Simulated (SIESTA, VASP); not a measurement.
An input for SIESTA (GGA PBE with spin-orbit coupling, numerical atomic orbitals TZP, PseudoDojo PBE fully relativistic norm-conserving potentials (rewritten from UPF to PSML)):

```
# files in the folder: Zn.psml Au.psml (PseudoDojo PBE fully relativistic)
SystemName  AuZn
SystemLabel auzn

NumberOfAtoms                2
NumberOfSpecies              2
%block ChemicalSpeciesLabel
  1 30 Zn
  2 79 Au
%endblock ChemicalSpeciesLabel
LatticeConstant              3.150000 Ang
%block LatticeVectors
     1.000000000    0.000000000    0.000000000
     0.000000000    1.000000000    0.000000000
     0.000000000    0.000000000    1.000000000
%endblock LatticeVectors
AtomicCoordinatesFormat      Ang
%block AtomicCoordinatesAndAtomicSpecies
     1.586069100    1.586409300    1.578458700  1
    -0.011069100   -0.011409300   -0.003458700  2
%endblock AtomicCoordinatesAndAtomicSpecies

XC.functional                GGA
XC.authors                   PBE
PAO.BasisSize                TZP
PAO.EnergyShift              0.005 Ry
MeshCutoff                   400 Ry
%block kgrid.MonkhorstPack
    6   0   0  0.0
    0   6   0  0.0
    0   0   6  0.0
%endblock kgrid.MonkhorstPack
OccupationFunction           FD
ElectronicTemperature        136.0 meV
Spin                         spin-orbit
%block DM.InitSpin
  1 0.00 0.00 0.00
  2 0.00 0.00 0.00
%endblock DM.InitSpin

MaxSCFIterations             150
SCF.Mixer.Method             Pulay
SCF.Mixer.Weight             0.2
SCF.Mixer.History            8
SCF.DM.Tolerance             1.0E-04
Diag.ParallelOverK           true
WriteForces                  true
Charge.Mulliken              end
```

Problem. Translate it to VASP.

Solution. One set of files that does it:

**INCAR**
```
# general
SYSTEM        = AuZn
PREC          = Accurate
ENCUT         = 300
LREAL         = .FALSE.
LASPH         = .TRUE.

# electronic loop
EDIFF         = 1E-6
NELM          = 100
ALGO          = Normal
LMAXMIX       = 6

# smearing
ISMEAR        = -1
SIGMA         = 0.136

# functional
GGA           = PE
GGA_COMPAT    = .FALSE.

# spin
MAGMOM        = 0.0 0.0 0.0 0.0 0.0 0.0
LSORBIT       = .TRUE.
LNONCOLLINEAR = .TRUE.

# ions
ISIF          = 2

# output
LWAVE         = .FALSE.
LCHARG        = .FALSE.
LORBIT        = 11
```

File KPOINTS:
```
Automatic mesh
0
gamma
 6 6 6
```

### POSCAR
```
AuZn
1
    3.1500000000     0.0000000000     0.0000000000
    0.0000000000     3.1500000000     0.0000000000
    0.0000000000     0.0000000000     3.1500000000
Zn Au
1 1
Direct
  0.5035140000   0.5036220000   0.5010980000
 -0.0035140000  -0.0036220000  -0.0010980000
```

POTCAR, in this order: Zn Au (PBE.64 set). Program: vasp_ncl.

Both are inputs of real runs that ended normally. What can't carry over is the choice of potentials or basis and its cut-off, and each code's defaults.

The structure is a typed AuZn crystal. The cell was not relaxed at this level, and it may have been scaled.
